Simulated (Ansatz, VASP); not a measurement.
# Ca3BF in VASP and in Ansatz

```xyz
5
Lattice="5.2359 0.0000 0.0000 0.0000 5.2359 0.0000 0.0000 0.0000 5.2359" Properties=species:S:1:pos:R:3 pbc="T T T"
Ca    0.0000    2.6179    2.6179
Ca    2.6179    0.0000    2.6179
Ca    2.6179    2.6179    0.0000
B     2.6179    2.6179    2.6179
F     0.0000    0.0000    0.0000
```

Change from the starting cell: species swapped into the Sc3SnB type (Pm-3m, No. 221).

Alike in both runs: task relaxation of cell and atoms; functional PBE; k mesh 8 × 8 × 8; occupations gaussian, width 0.1 eV; no spin polarisation.

```csv
,VASP,Ansatz
version,VASP 6.6.1,Ansatz 0.2.0
potentials or method,"VASP PAW PBE potentials, release 64 (Ca_sv, B, F)","scalar-relativistic, plane waves, PAW"
plane-wave cutoff (eV),600,420
valence electrons in the cell,40,40
```

```tsv
	VASP	Ansatz	Ansatz less VASP
gap on the k mesh at the Fermi level, each at its own relaxed structure (eV)	none	none	-
relaxed volume (Å³/atom)	28.75	28.71	-0.046
relaxed cell length with the largest relative difference (Å)	5.239	5.236	-0.0028
```

A gap of «none» marks a metal or a gap that the smearing closes.
